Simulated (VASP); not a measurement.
Here is the system:

```xyz
2
Lattice="0.0000 3.2083 3.2083 3.2083 0.0000 3.2083 3.2083 3.2083 0.0000" Properties=species:S:1:pos:R:3 pbc="T T T"
Hg     0.0000     0.0000     0.0000
Te     1.6042     1.6042     1.6042
```

The numbers are results of PBE GGA with D3 dispersion (Becke-Johnson damping), VASP's PBE PAW potentials (set 64) (plane waves; VASP), not measurements. Settings: 520 eV cut-off, 10×10×10 Γ-centred mesh, first-order Methfessel-Paxton smearing of 0.10 eV, potentials Hg Te.

Unless said otherwise, spin-orbit coupling is left out, though it shifts the bands of the heavy elements here.

Task: Predict the energy per atom (σ→0), pressure, band gap (on the k-mesh) with the smallest direct gap where there is one.

Result: 
```
Property                                                     Value
------------------------  ----------------------------------------
band gap (on the k-mesh)  none (metal, semimetal or under 0.01 eV)
energy per atom (σ→0)                               -2.142 eV/atom
pressure                                                  2.87 GPa
```

The compound is HgTe in the zinc blende structure. This cell is one point of a volume scan, at 0.94 of the reference volume.
